**Q:** We relaxed the contact silicide TiSi₂ with a range of density functionals, and the cell volume depends strongly on the choice. Where would rev-vdW-DF2 and vdW-DF-cx put it?

**A:** The results in hand have to supply the scale for a forecast.

VASP 6.6.1 plane-wave PAW DFT for TiSi₂ (Fddd, 6-atom primitive cell), without spin polarisation or added dispersion corrections. Atoms and cell were relaxed with a 600 eV cutoff, a 5×5×5 k mesh and Fermi–Dirac smearing of 0.05 eV. Volume changes count from the common starting cell; a, b and c are edges of the primitive cell.

| functional | potentials | volume change (%) | relaxed length a (Å) | relaxed length b (Å) | relaxed length c (Å) |
| --- | --- | --- | --- | --- | --- |
| LDA | VASP PAW LDA potentials, recommended | -3.380 | 5.866 | 4.850 | 4.691 |
| PBE | VASP PAW PBE potentials, recommended | 1.280 | 5.960 | 4.922 | 4.770 |
| PBEsol | VASP PAW PBE potentials, recommended | -1.370 | 5.906 | 4.885 | 4.722 |
| revPBE | VASP PAW PBE potentials, recommended | 2.590 | 5.986 | 4.942 | 4.792 |
| RPBE | VASP PAW PBE potentials, recommended | 2.970 | 5.993 | 4.948 | 4.798 |
| BLYP | VASP PAW PBE potentials, recommended | 7.300 | 6.068 | 4.981 | 4.896 |
| AM05 | VASP PAW PBE potentials, recommended | -2.160 | 5.891 | 4.877 | 4.704 |
| PW91 | VASP PAW PBE potentials, recommended | 1.860 | 5.970 | 4.927 | 4.783 |
| SCAN | VASP PAW PBE potentials, recommended | 0.110 | 5.931 | 4.889 | 4.763 |
| optB88-vdW | VASP PAW PBE potentials, recommended | 2.620 | 5.980 | 4.929 | 4.803 |
| rev-vdW-DF2 | VASP PAW PBE potentials, recommended | ? | ? | ? | ? |
| vdW-DF-cx | VASP PAW PBE potentials, recommended | ? | ? | ? | ? |

The volume change counts from the common starting cell, so a value near zero is no sign of accuracy. LDA gives the smallest cell and BLYP the largest. PBEsol lies below PBE, while revPBE and RPBE lie above it. That last order is the useful one, because these four functionals are built alike and differ mainly in one ingredient, exchange.

**Q:** Why should exchange set the size of a crystal?

**A:** Gradient-corrected exchange lowers the energy where the electron density is uneven. Expanding a crystal thins the density between the atoms and makes it more uneven, so a functional with a larger reward favours a larger cell. I measure the reward by the exchange gain: the fraction by which exchange is strengthened, relative to a uniform electron gas, at a reduced gradient of 1. The reduced gradient tells how fast the density changes over a distance set by the local electron wavelength.

The link between uneven density and cell size is argued from theory. The table can show only whether the volumes follow the exchange gain.

**Q:** Then can I rank all functionals by their exchange gain?

**A:** No, because correlation also responds to uneven density, and it differs between families. optB88-vdW has a smaller exchange gain than PBE, 0.146 against 0.173, yet its cell is 1.34 percentage points larger. Its correlation is non-local, meaning that it links the density at separate points. This is part of the functional itself, not a separate correction added to it. I therefore start both forecasts from optB88-vdW and use the exchange gain only for the step away from it.

**Q:** How large is a step?

**A:** The table offers two scales, both measured from PBE. A line through the steps to PBEsol, revPBE and RPBE gives 46 percentage points of volume per unit of gain. With revPBE and RPBE alone it gives 89. The first scale depends heavily on PBEsol, and so the slope is known only to within a factor of about two.

Theory suggests why neither scale is quite right. PBEsol weakens the gradient term of correlation as well as that of exchange, which offsets part of its contraction and makes the first scale too gentle. revPBE and RPBE keep the correlation of PBE but differ from it mostly at larger gradients. A gain read at 1 misses much of that difference, which makes the second scale too steep. I take the midpoint as the forecast and half the distance between the two results as a judged error bar.

**Q:** Please work one through.

**A:** Take rev-vdW-DF2, which played no part in either line. Its gain is 0.1086 against 0.1462 for optB88-vdW, a difference of 0.0376. The gentle scale turns this into a contraction of 0.0376 × 46.1 = 1.73 points, the steep one into 0.0376 × 89.3 = 3.36 points.

Starting from the +2.62 % of optB88-vdW, the two scales lead to +0.9 % and −0.7 %. The forecast for rev-vdW-DF2 is therefore **+0.1 % ± 0.8**. The same steps give **−0.9 % ± 1.1** for vdW-DF-cx, whose exchange gain is smaller still. Both cells should be smaller than with optB88-vdW, and vdW-DF-cx should give the more compact one.

**Q:** What could spoil this?

**A:** Both forecasts hang on a single starting row. In addition, rev-vdW-DF2 uses a different version of the non-local correlation, and the error bar makes no allowance for that. All the cells also share a coarse k mesh whose error wasn't tested, and every functional except LDA was run with potentials made for PBE. With these risks stated, here are the computed cells.

The withheld rows as computed:

| functional | potentials | volume change (%) | relaxed length a (Å) | relaxed length b (Å) | relaxed length c (Å) |
| --- | --- | --- | --- | --- | --- |
| rev-vdW-DF2 | VASP PAW PBE potentials, recommended | 0.850 | 5.949 | 4.912 | 4.765 |
| vdW-DF-cx | VASP PAW PBE potentials, recommended | -0.190 | 5.929 | 4.901 | 4.744 |

**Q:** Both are inside your ranges, but the first only just. Is that a success?

**A:** The order is right, and so is the contraction from optB88-vdW. The size of that contraction is overestimated: the forecasts are too low by 0.8 points for rev-vdW-DF2 and 0.7 for vdW-DF-cx. The spacing between the two cells comes out well, at 1.0 point both in the forecast and in the calculation. The error is thus almost entirely a shift that the two forecasts share.

The gentle scale alone would have come closer for both, with misses of 0.03 and 0.4 points. This fits the suspicion that revPBE and RPBE exaggerate the slope. A shared shift could equally come from the shared starting row, if a gain read at one gradient describes optB88-vdW poorly. Two revealed values can't separate these explanations.

**Q:** I had expected van der Waals functionals to pull the atoms closer together.

**A:** The revealed row allows a telling comparison. rev-vdW-DF2 and PBEsol have nearly the same exchange gain, 0.109 and 0.107, but their volume changes are +0.85 % and −1.37 %. The functional with van der Waals correlation gives the larger cell. Its exchange is somewhat stronger at larger gradients, which may account for part of this, but its correlation differs too. The non-local term takes the place of the gradient part of correlation in PBEsol; it isn't an attraction added on top. In a dense metal, what was taken out can matter as well as what was put in.

**Q:** Does the same reasoning cover BLYP?

**A:** It fails there, and badly. The exchange gain of BLYP is close to that of PBE, so the gentle line puts its cell only 0.3 points above PBE; the calculation puts it 6.0 points above. The known suspect is its correlation part, which doesn't reproduce the uniform electron gas, a serious flaw in a metal. For LDA and AM05, which also treat correlation differently from PBE, the same line gives cells about 3 points too small. PW91 is a smaller puzzle: its exchange gain and its correlation are close to those of PBE, yet its cell is 0.58 points larger, and the outputs don't show why. The output below lists these misses with the two fits. Ignore the gain and the misses it prints for SCAN. Exchange in SCAN also depends on the kinetic-energy density, so the reduced gradient alone doesn't fix its gain; the number shown is a placeholder taken from the PBEsol formula. SCAN therefore counts neither for nor against the exchange argument, though its computed volume in the table stands.

**Q:** What should I do when the next functional comes along?

**A:** First find a relaxed cell from a functional with the same kind of correlation, then compare exchange gains: the smaller gain should give the smaller cell. Trust the direction more than the size, since the two scales here differ by a factor of two. If no such cell exists, run the relaxation, because a line drawn across correlation families missed BLYP by more than the whole distance from LDA to PBE.

The analysis program printed:

```
fit of step on 3 rows (mixed == 1): coefficient of dgain 46.13 +/- 11; rms 0.639, worst RPBE -0.777, leave-one-out rms 1.96
  rows outside the fit (model, value, miss): LDA -7.959, -4.66, -3.3; PBE 0, 0, 0; BLYP 0.3437, 6.02, -5.68; AM05 -6.391, -3.44, -2.95; PW91 0, 0.58, -0.58; SCAN -3.026, -1.17, -1.86; optB88-vdW 0, 0, 0; rev-vdW-DF2 -1.736, -1.77, 0.0338; vdW-DF-cx -2.41, -2.81, 0.4
fit of step on 2 rows (pure == 1): coefficient of dgain 89.34 +/- 5.9; rms 0.0989, worst revPBE -0.116, leave-one-out rms 0.213
  rows outside the fit (model, value, miss): LDA -15.41, -4.66, -10.8; PBE 0, 0, 0; PBEsol -5.86, -2.65, -3.21; BLYP 0.6656, 6.02, -5.35; AM05 -12.38, -3.44, -8.94; PW91 0, 0.58, -0.58; SCAN -5.86, -1.17, -4.69; optB88-vdW 0, 0, 0; rev-vdW-DF2 -3.363, -1.77, -1.59; vdW-DF-cx -4.667, -2.81, -1.86
exchange gain at reduced gradient 1: LDA 0, PBE 0.1725, PBEsol 0.107, revPBE 0.1859, RPBE 0.1923, BLYP 0.18, AM05 0.034, PW91 0.1725, SCAN 0.107, optB88-vdW 0.1462, rev-vdW-DF2 0.1086, vdW-DF-cx 0.094
forecast volume change of rev-vdW-DF2 in %: 0.07054
error bar of rev-vdW-DF2 in %: 0.8132
forecast volume change of vdW-DF-cx in %: -0.9181
error bar of vdW-DF-cx in %: 1.129
forecast less computed for rev-vdW-DF2 in %: -0.7795
forecast less computed for vdW-DF-cx in %: -0.7281
volume change of each row less that of its anchor in % points: LDA -4.66, PBE 0, PBEsol -2.65, revPBE 1.31, RPBE 1.69, BLYP 6.02, AM05 -3.44, PW91 0.58, SCAN -1.17, optB88-vdW 0, rev-vdW-DF2 -1.77, vdW-DF-cx -2.81
optB88-vdW less PBE in % points: 1.34
edge a of optB88-vdW above PBEsol in %: 1.253
edge b of optB88-vdW above PBEsol in %: 0.9007
edge c of optB88-vdW above PBEsol in %: 1.715
```
